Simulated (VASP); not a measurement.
Here is the system:

```
CELL_PARAMETERS angstrom
      1.55500    -2.69334     0.00000
      1.55500     2.69334     0.00000
      0.00000     0.00000     4.98000
ATOMIC_POSITIONS crystal
  Al 0.66667 0.33333 0.50000
  Al 0.33333 0.66667 0.00000
  N  0.66667 0.33333 0.88200
  N  0.33333 0.66667 0.38200
```

Computed with PBE GGA, VASP's PBE PAW potentials (set 64) (plane waves; VASP). Run with 800 eV cut-off, 9×9×5 Γ-centred mesh, Gaussian smearing of 0.050 eV, potentials Al_sv_GW N.

Give the stress tensor in GPa (positive for a compressed cell).

```
3.56  0.00  0.00
0.00  3.56  0.00
0.00  0.00  3.47
```
The pressure is its mean diagonal, 3.53 GPa.

The compound is AlN in the wurtzite structure. The cell was not relaxed at this level. The run is one of a series of settings (ENCUT = 800, POTCAR Al_sv_GW N (PBE.64 set) against the base run), some of them coarse on purpose.
